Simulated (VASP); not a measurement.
BN: single point with PBE

Crystal: BN.

```
B N
1.0
     2.55394    0.00000    0.00000
    -1.27697    2.21178    0.00000
     0.00000    0.00000    4.22685
B N
2 2
Direct
  0.66667 0.33333 0.99972
  0.33333 0.66667 0.49972
  0.66667 0.33333 0.62528
  0.33333 0.66667 0.12528
```

Measurements of this composition are mostly on another form, of space group No. 194.

| Property | Result |
| --- | --- |
| Program | VASP 6.6.1 |
| Task | single point |
| Functional | PBE |
| Potentials or basis | VASP PAW PBE potentials, release 64 (B, N) |
| Cutoff | 520 eV |
| k mesh | 9 × 9 × 4 |
| Occupations | gaussian, width 0.1 eV |
| Spin | no spin polarisation |
| Dipole correction | no |
| Further INCAR settings | ALGO = Normal; EDIFF = 1e-06; NBANDS = 16 |

```yaml
Pressure: 0.2 GPa
Largest_force: 0.015 eV/Å
Band_gap_on_the_k_mesh: 5.20 eV, indirect (least direct gap 8.22 eV)
```

Forces on the atoms (eV/Å):
```
B    0.000  0.000  0.015
B    0.000  0.000  0.015
N    0.000  0.000 -0.015
N    0.000  0.000 -0.015
```

Stress tensor (GPa, compression positive):
```
 0.46  0.00  0.00
 0.00  0.46  0.00
 0.00  0.00 -0.33
```

Levels at points of the mesh, in eV from the valence-band top:
```csv
k point,band 5,band 6,band 7,band 8,band 9,band 10,band 11,band 12
"(0.00, 0.00, 0.00)",-2.10,-0.28,0.00,0.00,8.33,8.33,8.53,9.42
"(0.00, 0.00, 0.50)",-1.16,-1.16,-1.16,-1.16,9.41,9.41,9.88,9.88
```

Wall time 11 s on 1 thread of Intel(R) Xeon(R) Platinum 8259CL CPU @ 2.50GHz (Skylake/Cascade Lake), with other jobs on the host, peak memory 0.14 GiB.

Caveat: an odd mesh through Γ misses points on the zone boundary, where band edges often lie.
